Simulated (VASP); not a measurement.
Calculation: AM05 GGA, VASP's PBE PAW potentials (set 64) (plane waves; VASP).

VASP input:

### KPOINTS
```
Automatic mesh
0
G
12 12 7
```

**POSCAR**
```
Hf
1.0
  1.5950000000  -2.7626210000   0.0000000000
  1.5950000000   2.7626210000   0.0000000000
  0.0000000000   0.0000000000   5.0500000000
Hf
2
Cart
  1.5950000000   0.9208755084   1.2625000000
  1.5950000000  -0.9208755084   3.7875000000
```

INCAR:
```
SYSTEM = Hf
PREC = Accurate
ENCUT = 520
EDIFF = 1E-6
NELM = 100
ALGO = Normal
LREAL = .FALSE.
LASPH = .TRUE.
ISMEAR = 1
SIGMA = 0.1
GGA = AM
LMAXMIX = 6
LWAVE = .FALSE.
LCHARG = .FALSE.
IBRION = 2
ISIF = 3
NSW = 60
EDIFFG = -0.01
```

POTCAR, in this order: Hf_pv (PBE.64 set). Program: vasp_std.

Output

### OSZICAR
```
       N       E                     dE             d eps       ncg     rms          rms(c)
DAV:   1     0.474946331517E+02    0.47495E+02   -0.11763E+04  2136   0.136E+03
DAV:   2    -0.191986399439E+02   -0.66693E+02   -0.65517E+02  2692   0.273E+02
DAV:   3    -0.212865594293E+02   -0.20879E+01   -0.20380E+01  2884   0.313E+01
DAV:   4    -0.213053618135E+02   -0.18802E-01   -0.18799E-01  2416   0.371E+00
DAV:   5    -0.213056797954E+02   -0.31798E-03   -0.31797E-03  2958   0.380E-01    0.662E+01
DAV:   6    -0.207394056551E+02    0.56627E+00   -0.53828E-01  2254   0.555E+00    0.391E+01
DAV:   7    -0.205375105816E+02    0.20190E+00   -0.90251E-01  2284   0.683E+00    0.193E+00
DAV:   8    -0.205267578764E+02    0.10753E-01   -0.59848E-02  2314   0.187E+00    0.440E-01
DAV:   9    -0.205268594929E+02   -0.10162E-03   -0.13183E-03  3004   0.288E-01    0.237E-01
DAV:  10    -0.205268582722E+02    0.12206E-05   -0.58076E-05  2378   0.627E-02    0.325E-01
DAV:  11    -0.205268544895E+02    0.37827E-05   -0.10018E-05  2734   0.278E-02    0.251E-02
DAV:  12    -0.205268546748E+02   -0.18535E-06   -0.84366E-07  1622   0.788E-03
   1 F= -.20526855E+02 E0= -.20526806E+02  d E =-.205269E+02
       N       E                     dE             d eps       ncg     rms          rms(c)
DAV:   1    -0.209275093889E+02   -0.40065E+00   -0.10211E+01  2128   0.283E+01    0.743E+00
DAV:   2    -0.206243662147E+02    0.30314E+00   -0.58632E-01  2152   0.658E+00    0.210E+00
DAV:   3    -0.205290591128E+02    0.95307E-01   -0.19164E-01  2194   0.348E+00    0.116E+00
DAV:   4    -0.205201341470E+02    0.89250E-02   -0.19465E-02  2442   0.114E+00    0.980E-01
DAV:   5    -0.205190631181E+02    0.10710E-02   -0.24698E-03  2578   0.322E-01    0.155E-01
DAV:   6    -0.205190823820E+02   -0.19264E-04   -0.80324E-05  2872   0.652E-02    0.546E-02
DAV:   7    -0.205190797388E+02    0.26432E-05   -0.22155E-06  2416   0.113E-02    0.874E-03
DAV:   8    -0.205190797462E+02   -0.74008E-08   -0.10440E-07  1382   0.260E-03
   2 F= -.20519080E+02 E0= -.20518767E+02  d E =0.777493E-02
       N       E                     dE             d eps       ncg     rms          rms(c)
DAV:   1    -0.206642834775E+02   -0.14520E+00   -0.30781E+00  2128   0.155E+01    0.434E+00
DAV:   2    -0.205734572520E+02    0.90826E-01   -0.18953E-01  2164   0.365E+00    0.117E+00
DAV:   3    -0.205457810585E+02    0.27676E-01   -0.50249E-02  2218   0.173E+00    0.545E-01
DAV:   4    -0.205421175423E+02    0.36635E-02   -0.83674E-03  2356   0.730E-01    0.439E-01
DAV:   5    -0.205418819271E+02    0.23562E-03   -0.68975E-04  2686   0.166E-01    0.826E-02
DAV:   6    -0.205418851941E+02   -0.32670E-05   -0.23841E-05  2662   0.359E-02    0.362E-02
DAV:   7    -0.205418835517E+02    0.16424E-05   -0.88186E-07  1666   0.746E-03    0.540E-03
DAV:   8    -0.205418835474E+02    0.43322E-08   -0.90976E-08  1304   0.231E-03
   3 F= -.20541884E+02 E0= -.20541721E+02  d E =-.150289E-01
       N       E                     dE             d eps       ncg     rms          rms(c)
DAV:   1    -0.205419149833E+02   -0.31432E-04   -0.82345E-04  2134   0.253E-01    0.679E-02
DAV:   2    -0.205418908794E+02    0.24104E-04   -0.49575E-05  2224   0.595E-02    0.188E-02
DAV:   3    -0.205418833477E+02    0.75316E-05   -0.14142E-05  2242   0.292E-02    0.925E-03
DAV:   4    -0.205418823748E+02    0.97298E-06   -0.18130E-06  1406   0.114E-02
   4 F= -.20541882E+02 E0= -.20541718E+02  d E =-.150277E-01
```

File OUTCAR:
```
------------------------ aborting loop because EDIFF is reached ----------------------------------------
  FORCE on cell =-STRESS in cart. coord.  units (eV):
  Direction    XX          YY          ZZ          XY          YZ          ZX
  --------------------------------------------------------------------------------------
  Total        0.0129520      0.0129520     -0.0047637      0.0000000      0.0000000      0.0000000
  in kB        0.4813423      0.4813423     -0.1770350      0.0000000      0.0000000      0.0000000
  external PRESSURE =       0.2618832 kB  Pullay stress =       0.0000000 kB
  volume of cell :       43.11
      direct lattice vectors                 reciprocal lattice vectors
     1.578710655 -2.734407028  0.000000000     0.316714148 -0.182855001  0.000000000
     1.578710655  2.734407028 -0.000000000     0.316714148  0.182855001 -0.000000000
     0.000000000  0.000000000  4.993425681     0.000000000  0.000000000  0.200263319
 POSITION                                       TOTAL-FORCE (eV/Angst)
 -----------------------------------------------------------------------------------
      1.57871      0.91147      1.24836         0.000000     -0.000000      0.000000
      1.57871     -0.91147      3.74507        -0.000000      0.000000      0.000000
 -----------------------------------------------------------------------------------
    total drift:                               -0.000004      0.000177     -0.000016
  FREE ENERGIE OF THE ION-ELECTRON SYSTEM (eV)
  ---------------------------------------------------
  free  energy   TOTEN  =       -20.5418823748 eV

  energy  without entropy=      -20.5413880283  energy(sigma->0) =      -20.54171759

 reached required accuracy - stopping structural energy minimisation
```
(Selected blocks of OUTCAR.)

File CONTCAR:
```
Hf
   1.00000000000000
     1.5787106551340244   -2.7344070282365904    0.0000000000000000
     1.5787106551340244    2.7344070282365904   -0.0000000000000000
     0.0000000000000000    0.0000000000000000    4.9934256814690841
  Hf
     2
Direct
     0.3333330000000032    0.6666669999999968    0.2500000000000000
     0.6666669999999968    0.3333330000000032    0.7500000000000000
```

Energy and stress use the plane-wave basis of the starting cell.

The compound is Hf in the hcp structure. This run relaxes it. Symmetry was kept, so distortions that lower it aren't found.
